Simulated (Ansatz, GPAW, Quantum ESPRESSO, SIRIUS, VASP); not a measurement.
One calculation of BiTe, 6 ways

```
Bi Te
1.0
     0.00000    3.23500    3.23500
     3.23500    0.00000    3.23500
     3.23500    3.23500    0.00000
Bi Te
1 1
Cartesian
  0.0000 0.0000 0.0000
  3.2350 3.2350 3.2350
```

Alike in all runs: task single point; functional PBEsol; k mesh 7 × 7 × 7; occupations fermi-dirac, width 0.05 eV; no spin polarisation; no spin-orbit coupling. Pressure is positive in compression and, in plane waves, holds the error of the finite cutoff, which Ansatz's Pulay term estimates and takes out.

```csv
program and potentials,plane-wave cutoff (eV),notes,pressure (GPa)
"Ansatz, Ansatz PAW",420,"potentials made for PBE, which Ansatz adapts in part; 15.5 valence electrons an atom on average",?
"Ansatz, all-electron LAPW, scalar-relativistic",-,-,-1.53
"Quantum ESPRESSO, PseudoDojo 0.4.1 SR PBEsol standard",1088,15.5 valence electrons an atom on average,-1.50
"GPAW, PAW data sets generated for this functional",600,10.5 valence electrons an atom on average,-1.76
"SIRIUS, PseudoDojo 0.4.1 PBEsol standard (scalar relativistic)",1102,15.5 valence electrons an atom on average,-1.50
"VASP, PBE PAW files Bi_d, Te, 520 eV",520,potentials made for PBE; 10.5 valence electrons an atom on average,-1.57
```

Problem. Estimate from the other rows what the run with Ansatz, Ansatz PAW gave.

Solution. Pressure -1.55 GPa. Its pressure holds a Pulay term of +0.03 GPa. The other rows, which needn't bracket it: pressure -1.76 to -1.50.
